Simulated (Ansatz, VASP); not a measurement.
# Cross-check of BaAl10ZnSi18O53 (glassy 72SiO2-20Al2O3-4ZnO-4BaO (mol %)) between VASP and Ansatz

Wanted: the spread between two codes on one cell, functional and k mesh. The structure shown is the start of the Ansatz relaxation below; VASP solves that cell, so the two are compared at the walk's first step.

Method: plane waves, with VASP 6.6.1 beside it; single point at PBE, in Ansatz 0.2.0.

## (1) Starting point

The cell holds 83 atoms: 18 Si, 10 Al, 1 Zn, 1 Ba and 53 O. Cell: a = 10.211 Å, b = 10.211 Å, c = 10.211 Å, α = 90.0°, β = 90.0°, γ = 90.0°. As first built, before any earlier steps moved the atoms (in the runner's words): 83 atoms (18 Si, 10 Al, 1 Zn, 1 Ba, 53 O) placed at random at 2.62 g/cm^3, melted at 4000 K for 10 ps at fixed volume with the Morse and Coulomb pair potential with partial charges (Pedone, Malavasi, Menziani, Cormack and Segre, J. Phys. Chem. B 110, 11780 (2006)). Quenched from 4000 K to 300 K at 20 K/ps and fixed volume, held 10 ps at zero pressure, then minimised at fixed cell.

## (2) Ansatz: relaxation, PBE

Ansatz runs on its default PAW (the set named soft_2) files.

The two programs are compared at the cell with which this relaxation starts, whose forces are those of its first step.

Contents of input.yaml:

```yaml
crystal:
  lattice:
    - [10.21058, 0.0, 0.0]
    - [0.0, 10.21058, 0.0]
    - [0.0, 0.0, 10.21058]
  atoms:
    - { symbol: Si, position: [0.42642, 0.00389, 0.96716] }
    - { symbol: Si, position: [0.85535, 0.608, 0.57026] }
    - { symbol: Si, position: [0.52057, 0.18083, 0.16917] }
    - { symbol: Si, position: [0.1573, 0.6426, 0.54108] }
    - { symbol: Si, position: [0.12632, 0.42251, 0.98832] }
    - { symbol: Si, position: [0.37415, 0.54806, 0.08894] }
    - { symbol: Si, position: [0.58487, 0.17731, 0.62475] }
    - { symbol: Si, position: [0.0047, 0.14122, 0.65849] }
    - { symbol: Si, position: [0.98193, 0.81741, 0.245] }
    - { symbol: Si, position: [0.70272, 0.08939, 0.36848] }
    - { symbol: Si, position: [0.65676, 0.82525, 0.88576] }
    - { symbol: Si, position: [0.60015, 0.63257, 0.40809] }
    - { symbol: Si, position: [0.2649, 0.18854, 0.35489] }
    - { symbol: Si, position: [0.94225, 0.50994, 0.22663] }
    - { symbol: Si, position: [0.86822, 0.90381, 0.51683] }
    - { symbol: Si, position: [0.35111, 0.4678, 0.38264] }
    - { symbol: Si, position: [0.28554, 0.83544, 0.1742] }
    - { symbol: Si, position: [0.97445, 0.24859, 0.37494] }
    - { symbol: Al, position: [0.66194, 0.60562, 0.10327] }
    - { symbol: Al, position: [0.91506, 0.88376, 0.95864] }
    - { symbol: Al, position: [0.11766, 0.66921, 0.82706] }
    - { symbol: Al, position: [0.97788, 0.17147, 0.95356] }
    - { symbol: Al, position: [0.74975, 0.34305, 0.07251] }
    - { symbol: Al, position: [0.3228, 0.07864, 0.66499] }
    - { symbol: Al, position: [0.55666, 0.86896, 0.61804] }
    - { symbol: Al, position: [0.80771, 0.35334, 0.76367] }
    - { symbol: Al, position: [0.2974, 0.89867, 0.46793] }
    - { symbol: Al, position: [0.17784, 0.97175, 0.8534] }
    - { symbol: Zn, position: [0.85585, 0.5841, 0.88385] }
    - { symbol: Ba, position: [0.47658, 0.50386, 0.7482] }
    - { symbol: O, position: [0.93108, 0.22263, 0.77722] }
    - { symbol: O, position: [0.83031, 0.51591, 0.69478] }
    - { symbol: O, position: [0.11268, 0.27225, 0.96774] }
    - { symbol: O, position: [0.94431, 0.39551, 0.33166] }
    - { symbol: O, position: [0.24609, 0.57122, 0.43514] }
    - { symbol: O, position: [0.76126, 0.40855, 0.91525] }
    - { symbol: O, position: [0.14657, 0.08646, 0.70336] }
    - { symbol: O, position: [0.84383, 0.16194, 0.35348] }
    - { symbol: O, position: [0.43302, 0.20549, 0.65407] }
    - { symbol: O, position: [0.86377, 0.22288, 0.05871] }
    - { symbol: O, position: [0.67775, 0.28265, 0.68874] }
    - { symbol: O, position: [0.32022, 0.95003, 0.07264] }
    - { symbol: O, position: [0.20293, 0.81044, 0.8545] }
    - { symbol: O, position: [0.60803, 0.02928, 0.66943] }
    - { symbol: O, position: [0.55358, 0.75274, 0.49322] }
    - { symbol: O, position: [0.0039, 0.23673, 0.53337] }
    - { symbol: O, position: [0.89802, 0.86684, 0.12561] }
    - { symbol: O, position: [0.60561, 0.76805, 0.74974] }
    - { symbol: O, position: [0.61427, 0.17729, 0.4685] }
    - { symbol: O, position: [0.11158, 0.1999, 0.3085] }
    - { symbol: O, position: [0.5171, 0.54612, 0.03228] }
    - { symbol: O, position: [0.71535, 0.70097, 0.972] }
    - { symbol: O, position: [0.9272, 0.01434, 0.60959] }
    - { symbol: O, position: [0.33793, 0.03704, 0.84314] }
    - { symbol: O, position: [0.1305, 0.83584, 0.19998] }
    - { symbol: O, position: [0.32593, 0.69517, 0.11513] }
    - { symbol: O, position: [0.77268, 0.92702, 0.88462] }
    - { symbol: O, position: [0.8027, 0.49914, 0.14542] }
    - { symbol: O, position: [0.74137, 0.58364, 0.46533] }
    - { symbol: O, position: [0.49219, 0.13262, 0.02345] }
    - { symbol: O, position: [0.17563, 0.79529, 0.51997] }
    - { symbol: O, position: [0.05735, 0.46948, 0.12451] }
    - { symbol: O, position: [0.9583, 0.65942, 0.26123] }
    - { symbol: O, position: [0.35932, 0.47446, 0.22648] }
    - { symbol: O, position: [0.61591, 0.07639, 0.24247] }
    - { symbol: O, position: [0.00744, 0.59482, 0.53386] }
    - { symbol: O, position: [0.39088, 0.92505, 0.60826] }
    - { symbol: O, position: [0.20186, 0.60848, 0.68829] }
    - { symbol: O, position: [0.61028, 0.30751, 0.15867] }
    - { symbol: O, position: [0.96658, 0.74348, 0.87495] }
    - { symbol: O, position: [0.34734, 0.86043, 0.3141] }
    - { symbol: O, position: [0.53064, 0.89088, 0.95023] }
    - { symbol: O, position: [0.61322, 0.6555, 0.25546] }
    - { symbol: O, position: [0.38176, 0.18032, 0.24767] }
    - { symbol: O, position: [0.2741, 0.47947, 0.98602] }
    - { symbol: O, position: [0.26824, 0.07264, 0.4594] }
    - { symbol: O, position: [0.73366, 0.95827, 0.45056] }
    - { symbol: O, position: [0.04868, 0.51026, 0.88363] }
    - { symbol: O, position: [0.29796, 0.32796, 0.42304] }
    - { symbol: O, position: [0.8475, 0.76764, 0.58944] }
    - { symbol: O, position: [0.49107, 0.51476, 0.43793] }
    - { symbol: O, position: [0.95188, 0.88213, 0.3835] }
    - { symbol: O, position: [0.03198, 0.01174, 0.92969] }
kpoints:
  mp_grid: { grid: [1, 1, 1] }
hamiltonian:
  xc: pbe
scf:
  occupations: { method: fixed }
output:
  forces: true
relax:
  f_tol: 0.05
  max_steps: 150
  cell: {}
```

Launch:

```
$ ansatz run input.yaml --threads 4 --pin off --max-ram 8192MiB --backend cpu --events-out ev --progress --plain --runs-dir out
```

Numbers of over 12 decimals in the logs are rounded to 6 here.

What it wrote:

```text
Engine: ansatz 0.2.0, x86_64-unknown-linux-gnu
Pseudopotentials: kind: paw
Pseudopotential: Si, paw, valence charge 4, recommended cutoff 420 eV (normal), Si.paw.azcp
Pseudopotential: Al, paw, valence charge 3, recommended cutoff 420 eV (normal), Al.paw.azcp
Pseudopotential: Zn, paw, valence charge 12, recommended cutoff 420 eV (normal), Zn.paw.azcp
Pseudopotential: Ba, paw, valence charge 10, recommended cutoff 420 eV (normal), Ba.paw.azcp
Pseudopotential: O, paw, valence charge 6, recommended cutoff 420 eV (normal), O.paw.azcp
Functional definition: PBE
  parameter kappa = 0.804
  parameter beta = 0.066725
  exchange = pbe_x(kappa = kappa, mu = beta*pi^2/3)
  correlation = pbe_c(beta = beta)
Crystal: 83 atoms, lattice volume = 1064.514 Å³
Basis set: ecut = 420 eV, 20815 PW (Γ), exchange–correlation on 144×144×144 points (8 copies of the dense FFT grid, shifted against one another)
Bands: 304, of which v1, the nominal top of the filled ones, is band 221 counted from 1 (220 counted from 0)
Symmetry: 1 space group operations
Space group: P1 (ITA 1), of the structure as read, at distance tolerance 1.0e-4 Å
k-points: 1
Non-local potential: Si, projectors of the file, l = 0: 2, l = 1: 2, l = 2: 2
Non-local potential: Al, projectors of the file, l = 0: 2, l = 1: 2, l = 2: 1
Non-local potential: Zn, projectors of the file, l = 0: 2, l = 1: 2, l = 2: 3, l = 3: 1
Non-local potential: Ba, projectors of the file, l = 0: 3, l = 1: 2, l = 2: 2, l = 3: 2
Non-local potential: O, projectors of the file, l = 0: 2, l = 1: 2, l = 2: 1
PAW form: soft (Blöchl's): semilocal exchange-correlation on the pseudo side does not see the compensation charge
PAW one-centre angular grid: Si, 110 points (default); XC on 64 Gauss nodes
PAW one-centre angular grid: Al, 110 points (default); XC on 64 Gauss nodes
PAW one-centre angular grid: Zn, 590 points (default); XC on 64 Gauss nodes
PAW one-centre angular grid: Ba, 194 points (default); XC on 64 Gauss nodes
PAW one-centre angular grid: O, 110 points (default); XC on 64 Gauss nodes
Initial density: superposition of atomic densities (neutral atoms: chi_scale 0, normalization atom), corrected by the library's trained network
Initial wavefunctions: pseudopotential atomic-orbital guess
Functional: x = pbe(κ = 0.804, μ = 0.219515), c = pbe(β = 0.066725)
SCF iter   1: F=—  HF=-56254.023693 eV  |F-HF|=—  |Δ(HF+E_count)|=         —  Δρ=2.09e-3  dr2=5.24e-2  ethr=1.77e-3  ⟨swp⟩=7.0  Hψ=1082  notcnv=0  defer=79
preconditioner: auto → Resta (q_TF=auto, 2.357 Å⁻¹)  ε∞=3.2  [insulator: Δε(μ)=3.949 eV  Ē_g=16.120 eV  n_scr=250 (ndim 8)  ℏωp=23.9 eV  f_vac=0.120  ε∞_Penn≈3.2]
SCF iter   2: F=—  HF=-56254.032304 eV  |F-HF|=—  |Δ(HF+E_count)|=   8.61e-3  Δρ=1.09e-3  dr2=1.19e-2  ethr=1.19e-5  ⟨swp⟩=4.0  Hψ=508  notcnv=0  defer=81
SCF iter   3: F=—  HF=-56254.035926 eV  |F-HF|=—  |Δ(HF+E_count)|=   3.62e-3  Δρ=4.51e-4  dr2=3.09e-3  ethr=2.69e-6  ⟨swp⟩=3.0  Hψ=574  notcnv=0  defer=64
automatic band count: iteration 3 solves 287 bands in place of 304: the levels show a gap, and the empty bands left out lie too high to hold charge; the band table lists the bands solved (type scf.n_extra_bands for more)
SCF iter   4: F=—  HF=-56254.036354 eV  |F-HF|=—  |Δ(HF+E_count)|=   4.28e-4  Δρ=1.44e-4  dr2=2.25e-4  ethr=6.99e-7  ⟨swp⟩=2.0  Hψ=398  notcnv=0  defer=64
SCF iter   5: F=—  HF=-56254.036437 eV  |F-HF|=—  |Δ(HF+E_count)|=   8.29e-5  Δρ=8.23e-5  dr2=5.97e-5  ethr=5.09e-8  ⟨swp⟩=2.0  Hψ=444  notcnv=0  defer=64
SCF iter   6: F=—  HF=-56254.037815 eV  |F-HF|=—  |Δ(HF+E_count)|=   1.38e-3  Δρ=2.85e-5  dr2=6.84e-6  ethr=1.35e-8  ⟨swp⟩=2.0  Hψ=445  notcnv=0  defer=62
SCF iter   7: F=—  HF=-56254.037817 eV  |F-HF|=—  |Δ(HF+E_count)|=   1.18e-6  Δρ=1.16e-5  dr2=1.30e-6  ethr=1.55e-9  ⟨swp⟩=2.0  Hψ=396  notcnv=0  defer=62
SCF iter   8: F=—  HF=-56254.037817 eV  |F-HF|=—  |Δ(HF+E_count)|=   7.33e-7  Δρ=5.11e-6  dr2=2.86e-7  ethr=2.95e-10  ⟨swp⟩=2.0  Hψ=444  notcnv=0  defer=62
SCF iter   9: F=-56254.037818 eV  HF=-56254.037818 eV  |F-HF|=1.16e-8  |Δ(HF+E_count)|=   1.89e-7  Δρ=1.60e-6  dr2=2.60e-8  ethr=2.26e-11  ⟨swp⟩=4.0  Hψ=897  notcnv=0
SCF 1 converged in 9 iterations: F = -56254.037818 eV  dr2 = 2.60e-8
  greatest PAW one-centre occupation: 0.993 electrons in one spin orbital (limit 2), on the Zn atom at site 28 (counted from 0), in its partial waves of l = 2
relax step   1: F+E_penalty+E_count = -56254.03781758 eV  Δ(F+E_penalty+E_count) = +0.000e0 eV  max|allowed force component| = 2.215e0 eV/Å  Δτ_max = 0.0000 Å  P = +8.229 GPa  Ω = 1064.514 Å³  (9 SCF iters, dr2 threshold 1.00e-7 eV, accepted)
Crystal: 83 atoms, lattice volume = 1086.668 Å³
Basis set: ecut = 420 eV, 21237 PW (Γ), exchange–correlation on 144×144×144 points (8 copies of the dense FFT grid, shifted against one another)
Initial density: handed on by an earlier stage of this run
Initial wavefunctions: those handed on with the density
[...]
atom  59  O      0.00244739    -0.00338253     0.00259002
  atom  60  O      0.00270777    -0.00918037     0.00459697
  atom  61  O      0.00483241    -0.00269824     0.00218491
  atom  62  O     -0.00363504     0.00934333    -0.00061722
  atom  63  O     -0.00069211     0.00626053     0.00482322
  atom  64  O     -0.01115023    -0.00424348    -0.00024437
  atom  65  O     -0.00117638     0.00755944    -0.00324933
  atom  66  O     -0.00484143    -0.00299281    -0.01020411
  atom  67  O      0.00151242    -0.00173723    -0.00627729
  atom  68  O     -0.01084034     0.00756027    -0.00659023
  atom  69  O     -0.00161233    -0.00296588    -0.00326455
  atom  70  O      0.00255265     0.00568680    -0.00101668
  atom  71  O     -0.00048848    -0.00197649     0.00110699
  atom  72  O     -0.00346611    -0.01084013    -0.00536559
  atom  73  O      0.00539060    -0.00335336    -0.00132183
  atom  74  O      0.00159642    -0.00448956     0.00478183
  atom  75  O      0.00452442    -0.00354107     0.00434075
  atom  76  O      0.00198619    -0.00178984     0.00573733
  atom  77  O      0.00365193     0.00545015    -0.00211010
  atom  78  O     -0.00963619     0.00852476     0.01048400
  atom  79  O      0.00553312     0.00186428     0.00053147
  atom  80  O      0.00253648     0.00517275    -0.00609421
  atom  81  O     -0.00222360     0.00569386    -0.00743280
  atom  82  O      0.00800304    -0.00552473     0.00111734
  atom  83  O     -0.00734696     0.00251230     0.00040457
  max |Σ_I F_I| component: 7.55e-5 eV/Å
--- Stress (GPa, compression-positive) ---
       -0.008216       0.003356       0.009460
        0.003366      -0.009624       0.003427
        0.009464       0.003434       0.017438
  P = ⅓ Tr σ = -0.0001 GPa (-0.001 kbar)
--- Relaxed structure (17 steps of the walk, 17 accepted, 2 SCFs on fresh bases) ---
  F+E_penalty+E_count = -56257.88430273 eV   max|allowed force component| = 1.672e-2 eV/Å   (the final SCF, on the basis selected at the relaxed cell)
  cell:  # Å, volume = 1102.9156 Å³
    - [10.292516, 0.082269, 0.095331]
    - [0.082269, 10.211366, 0.086941]
    - [0.095331, 0.086941, 10.496185]
  atoms:
    - { symbol: Si, position: [0.412945, -0.000666598, 0.978444] }
    - { symbol: Si, position: [0.861030, 0.609554, 0.560259] }
    - { symbol: Si, position: [0.524569, 0.176265, 0.173954] }
    - { symbol: Si, position: [0.155595, 0.651761, 0.540747] }
    - { symbol: Si, position: [0.131434, 0.428874, 0.993700] }
    - { symbol: Si, position: [0.377342, 0.549338, 0.100793] }
    - { symbol: Si, position: [0.587535, 0.175657, 0.623153] }
    - { symbol: Si, position: [0.00759318, 0.133651, 0.645970] }
    - { symbol: Si, position: [0.974453, 0.802921, 0.234356] }
    - { symbol: Si, position: [0.712332, 0.097726, 0.374232] }
    - { symbol: Si, position: [0.645639, 0.825345, 0.896120] }
    - { symbol: Si, position: [0.603998, 0.628830, 0.418776] }
    - { symbol: Si, position: [0.272455, 0.201040, 0.364108] }
    - { symbol: Si, position: [0.936132, 0.498709, 0.217517] }
    - { symbol: Si, position: [0.871844, 0.899387, 0.501038] }
    - { symbol: Si, position: [0.356731, 0.477185, 0.390066] }
    - { symbol: Si, position: [0.279255, 0.833817, 0.180546] }
    - { symbol: Si, position: [0.982829, 0.245601, 0.374083] }
    - { symbol: Al, position: [0.656669, 0.606955, 0.116675] }
    - { symbol: Al, position: [0.905164, 0.884721, 0.952954] }
    - { symbol: Al, position: [0.112249, 0.677231, 0.820647] }
    - { symbol: Al, position: [0.985372, 0.182991, 0.938075] }
    - { symbol: Al, position: [0.747791, 0.336446, 0.054168] }
    - { symbol: Al, position: [0.328627, 0.081995, 0.658011] }
    - { symbol: Al, position: [0.554556, 0.867199, 0.627314] }
    - { symbol: Al, position: [0.807251, 0.353316, 0.751207] }
    - { symbol: Al, position: [0.292936, 0.903152, 0.466636] }
    - { symbol: Al, position: [0.176937, 0.967201, 0.853068] }
    - { symbol: Zn, position: [0.852567, 0.591461, 0.880188] }
    - { symbol: Ba, position: [0.484493, 0.501686, 0.772070] }
    - { symbol: O, position: [0.932936, 0.219665, 0.764668] }
    - { symbol: O, position: [0.841934, 0.514935, 0.688496] }
    - { symbol: O, position: [0.124032, 0.277327, 0.955275] }
    - { symbol: O, position: [0.936830, 0.394054, 0.335803] }
    - { symbol: O, position: [0.254499, 0.589484, 0.433685] }
    - { symbol: O, position: [0.755487, 0.417703, 0.899970] }
    - { symbol: O, position: [0.150261, 0.081651, 0.703533] }
    - { symbol: O, position: [0.859603, 0.153316, 0.343289] }
    - { symbol: O, position: [0.434045, 0.214975, 0.651708] }
    - { symbol: O, position: [0.863181, 0.215820, 0.043725] }
    - { symbol: O, position: [0.665219, 0.291515, 0.694344] }
    - { symbol: O, position: [0.293055, 0.954714, 0.073809] }
    - { symbol: O, position: [0.210249, 0.804284, 0.858511] }
    - { symbol: O, position: [0.613237, 0.024843, 0.667506] }
    - { symbol: O, position: [0.558314, 0.749801, 0.505824] }
    - { symbol: O, position: [0.010584, 0.241105, 0.529498] }
    - { symbol: O, position: [0.893085, 0.862714, 0.118529] }
    - { symbol: O, position: [0.593910, 0.763830, 0.762484] }
    - { symbol: O, position: [0.630363, 0.193369, 0.470627] }
    - { symbol: O, position: [0.122956, 0.204729, 0.305918] }
    - { symbol: O, position: [0.521557, 0.540146, 0.035840] }
    - { symbol: O, position: [0.709819, 0.700765, 0.981988] }
    - { symbol: O, position: [0.932721, 0.00539912, 0.599161] }
    - { symbol: O, position: [0.336102, 0.041490, 0.845483] }
[...]
- { symbol: O, position: [0.272262, 0.083293, 0.473695] }
    - { symbol: O, position: [0.732983, 0.955927, 0.447243] }
    - { symbol: O, position: [0.058125, 0.525197, 0.892620] }
    - { symbol: O, position: [0.300356, 0.336551, 0.439092] }
    - { symbol: O, position: [0.842317, 0.767816, 0.586819] }
    - { symbol: O, position: [0.498386, 0.507845, 0.451867] }
    - { symbol: O, position: [0.955954, 0.875170, 0.371419] }
    - { symbol: O, position: [0.025707, 0.013328, 0.924384] }
```

(Continued in part 2 of 2.)

[Lines on the potential files, build, host, timing and source positions are cut from VASP's logs without a mark.]

[Logs are printed without paths, hosts, clocks, repeated set-up lines and the standing remarks that a program may print on its own settings, such as how far it seeks lower states.]

[Hosts, paths, dates, database ids (printed as entryN), source tags and the programs' standing remarks are cut or masked in the printed files.]
